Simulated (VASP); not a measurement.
A run of VASP 6.6.1 is set up as follows.

INCAR

```
ALGO     = Normal         # electronic algorithm
EDIFF    = 1E-5           # SCF threshold, eV
ENCUT    = 450            # plane-wave cutoff, eV
GGA      = PS             # functional
ISIF     = 2              # what is computed and relaxed
ISMEAR   = 0              # smearing method
ISPIN    = 2              # spin polarisation
ISYM     = 0            
KPAR     = 4            
LASPH    = True           # aspherical terms in the spheres
LCHARG   = False          # write CHGCAR
LMAXMIX  = 4              # l up to which the mixer works
LORBIT   = 11             # projections on sites
LREAL    = Auto         
LWAVE    = False          # write WAVECAR
MAGMOM   = 2 0 0 0 0 0 0 0 0 0 0 0 0 0 0 0 0 0 0 0 0 0 0 0 0 0 0 0 0 0 0 0 # initial moments
NBANDS   = 93             # bands
NELM     = 120            # most SCF steps
NUPDOWN  = 2              # fixed moment
PREC     = Accurate       # precision mode
SIGMA    = 0.03           # smearing width, eV
```

Contents of KPOINTS:

```
k-points
0
Gamma
  3 3 2
```

Contents of POSCAR:

```
Al15CoN16                               
1.0
    6.2200008610      0.0000000000      0.0000000000
   -3.1100004305      5.3866787572      0.0000000000
    0.0000000000      0.0000000000      9.9600000000
  Co              Al              N             
     1    15    16
Direct
     0.3347336940401443    0.1677450543209002    0.0020303404667590
     0.3338702708087025    0.1670308890221292    0.4992128747003385
     0.3372740824188699    0.6688215054038185    0.0025294420077130
     0.3344704459782102    0.6671625670947322    0.5004180786774337
     0.8330828131134288    0.1653499363307558    0.0023326531515144
     0.8337563870806194    0.1667965770978786    0.5004930338620766
     0.8335570513888769    0.6689739384284413    0.0022617405180556
     0.8342538290775317    0.6674034430080813    0.5004631443781298
     0.1666485482812472    0.3339489958250196    0.2514005718206485
     0.1672475414577860    0.3344513881215140    0.7488866775780549
     0.1671068254513372    0.8334725577970638    0.2513257336923528
     0.1676185379342625    0.8345304767328575    0.7488261447076591
     0.6670427437035732    0.3340889148218684    0.2513982971380935
     0.6673652387614563    0.3345746911375470    0.7486420548441979
     0.6673910955751585    0.8340007391975734    0.2515508706635651
     0.6673092889715647    0.8343885853793745    0.7502117978099802
     0.3332817865737605    0.1670395876802473    0.1985867587828986
     0.3339891448709544    0.1678333144554312    0.6904806988805526
     0.3342172807681419    0.6672947975262192    0.1924434141703502
     0.3349842413197793    0.6681862932529550    0.6906461977566849
     0.8334806010879888    0.1672596722036061    0.1922991993881357
     0.8334330855000419    0.1667828336739061    0.6907463884924077
     0.8339080233911740    0.6673435067475564    0.1922538285500528
     0.8338041553171558    0.6684025441910227    0.6906864591162811
     0.1666809814809187    0.3341731290288671    0.4421871522989821
     0.1638841267668255    0.3382135273830809    0.9394164686855022
     0.1671496083096814    0.8327576145520483    0.4421274526684248
     0.1644139203489351    0.8266398276736353    0.9393379356035001
     0.6681738815408501    0.3343049152122042    0.4422467545276881
     0.6757357400097946    0.3384285322204533    0.9390372294703266
     0.6675610546330187    0.8337969405129814    0.4415387977480726
     0.6680739740381958    0.8343867039662113    0.9415638078435747
```

Potentials or basis: VASP PAW PBE potentials, release 64 (Co, Al, N).

Command:

```sh
$ cat potpaw_PBE.64/Co/POTCAR potpaw_PBE.64/Al/POTCAR potpaw_PBE.64/N/POTCAR > POTCAR
$ mpirun -np 4 vasp_std > vasp.out
```

**Question.** What does it give for the largest force?

**Answer.** 0.463 eV/Å.

Forces in eV/Å, atoms in the order of the input:
```
Co  -0.011 -0.001 -0.082
Al  -0.005  0.009  0.047
Al   0.031  0.026  0.015
Al  -0.003  0.008  0.001
Al   0.005 -0.055  0.022
Al  -0.003  0.004 -0.002
Al  -0.046  0.022  0.029
Al  -0.021  0.002  0.000
Al  -0.066  0.048 -0.031
Al   0.051 -0.029 -0.010
Al  -0.002 -0.084 -0.024
Al  -0.001  0.043 -0.006
Al   0.089  0.042 -0.034
Al  -0.032 -0.028  0.003
Al   0.003  0.005 -0.026
Al   0.015 -0.006  0.030
N    0.012  0.006 -0.290
N    0.001 -0.007 -0.042
N   -0.005 -0.002 -0.005
N   -0.004 -0.015  0.027
N    0.005  0.002  0.004
N    0.011  0.013  0.016
N    0.002 -0.005  0.003
N    0.015 -0.010  0.024
N    0.015 -0.006 -0.020
N    0.380 -0.212  0.131
N   -0.014  0.021 -0.018
N   -0.008  0.430  0.140
N   -0.011 -0.004 -0.029
N   -0.385 -0.221  0.133
N   -0.004  0.001  0.004
N   -0.014  0.001 -0.009
```

Caveat: the k mesh is coarse (spacing up to 0.39 Å⁻¹), so the values aren't converged; the PAW data sets were made with another functional, which shifts forces and pressure a little; the total moment is fixed, so each spin has its own Fermi level.
